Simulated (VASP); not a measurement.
Output of a VASP run:

**OSZICAR**
```
       N       E                     dE             d eps       ncg     rms          rms(c)
DAV:   1     0.167477466874E+02    0.16748E+02   -0.49394E+03   520   0.896E+02
DAV:   2    -0.129165121541E+02   -0.29664E+02   -0.28389E+02   552   0.147E+02
DAV:   3    -0.134679550529E+02   -0.55144E+00   -0.55144E+00   576   0.221E+01
DAV:   4    -0.134688551382E+02   -0.90009E-03   -0.90009E-03   608   0.880E-01
DAV:   5    -0.134688557108E+02   -0.57265E-06   -0.57265E-06   544   0.177E-02    0.720E+00
DAV:   6    -0.119330606126E+02    0.15358E+01   -0.10266E+01   464   0.224E+01    0.231E+00
DAV:   7    -0.119174233915E+02    0.15637E-01   -0.52267E-02   480   0.270E+00    0.132E+00
DAV:   8    -0.119117634067E+02    0.56600E-02   -0.25797E-02   480   0.243E+00    0.162E-01
DAV:   9    -0.119116544540E+02    0.10895E-03   -0.44383E-04   640   0.189E-01    0.749E-02
DAV:  10    -0.119117649674E+02   -0.11051E-03   -0.13765E-04   472   0.125E-01    0.539E-03
DAV:  11    -0.119117651469E+02   -0.17954E-06   -0.97865E-07   584   0.903E-03
   1 F= -.11911765E+02 E0= -.11911765E+02  d E =-.463735E-12
```

OUTCAR:
```
------------------------ aborting loop because EDIFF is reached ----------------------------------------
  FORCE on cell =-STRESS in cart. coord.  units (eV):
  Direction    XX          YY          ZZ          XY          YZ          ZX
  --------------------------------------------------------------------------------------
  Total       -0.0042312     -0.0042312     -0.0042312     -0.0000000      0.0000000     -0.0000000
  in kB       -0.3540173     -0.3540173     -0.3540173     -0.0000000      0.0000000     -0.0000000
  external PRESSURE =      -0.3540173 kB  Pullay stress =       0.0000000 kB
  volume of cell :       19.15
      direct lattice vectors                 reciprocal lattice vectors
     0.000000000  2.123446233  2.123446233    -0.235466287  0.235466287  0.235466287
     2.123446233  0.000000000  2.123446233     0.235466287 -0.235466287  0.235466287
     2.123446233  2.123446233  0.000000000     0.235466287  0.235466287 -0.235466287
  FREE ENERGIE OF THE ION-ELECTRON SYSTEM (eV)
  ---------------------------------------------------
  free  energy   TOTEN  =       -11.9117651469 eV

  energy  without entropy=      -11.9117651469  energy(sigma->0) =      -11.91176515
```
(Selected blocks of OUTCAR.)

### POSCAR
```
MgO
1
    0.0000000000     2.1234462331     2.1234462331
    2.1234462331     0.0000000000     2.1234462331
    2.1234462331     2.1234462331     0.0000000000
Mg O
1 1
Direct
  0.0000000000   0.0000000000   0.0000000000
  0.5000000000   0.5000000000   0.5000000000
```

Problem. Reconstruct the remaining input files.

Solution. This is not unique; one that fits is the input of the run itself, PBE GGA, plane waves, VASP's PBE PAW potentials (set 64).

KPOINTS:
```
Automatic mesh
0
Gamma
8 8 8
0 0 0
```

INCAR:
```
! general
SYSTEM = MgO
PREC   = Accurate
ENCUT  = 520
LREAL  = .FALSE.   ! projection in real space or not
LASPH  = .TRUE.

! electronic loop
EDIFF  = 1E-6   ! SCF stop (eV)
NELM   = 100   ! most electronic steps
ALGO   = Normal

! smearing
ISMEAR = 0   ! Gaussian
SIGMA  = 0.05   ! width (eV)

! functional
GGA    = PE   ! PBE

! output
LWAVE  = .TRUE.
LCHARG = .FALSE.
```

POTCAR, in this order: Mg O (PBE.64 set). Program: vasp_std.

The compound is MgO in the rock salt structure. It was relaxed first.
